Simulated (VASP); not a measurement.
Data:

```
CELL_PARAMETERS angstrom
      1.74529    -3.02293     0.00000
      1.74529     3.02293     0.00000
      0.00000     0.00000     5.59208
ATOMIC_POSITIONS crystal
  Tl 0.33333 0.66667 0.25000
  Tl 0.66667 0.33333 0.75000
```

All values below come from PBE GGA with D3 dispersion (Becke-Johnson damping), VASP's PBE PAW potentials (set 64) (plane waves; VASP). Run with 520 eV cut-off, 11×11×6 Γ-centred mesh, first-order Methfessel-Paxton smearing of 0.10 eV, potentials Tl_d.

Unless said otherwise, spin-orbit coupling is left out, though it shifts the bands of the heavy elements here.

Task: What does the run give for the energy per atom (σ→0), band gap (on the k-mesh) with the smallest direct gap where there is one?

Result: 
The band gap (on the k-mesh) comes out as none (metal, semimetal or under 0.01 eV). The energy per atom (σ→0) comes out as -2.549 eV/atom.

The absolute energy has meaning only against runs of the same code, potentials and settings.

The compound is Tl in the hcp structure. It was relaxed first. The start is the result of an earlier pass.
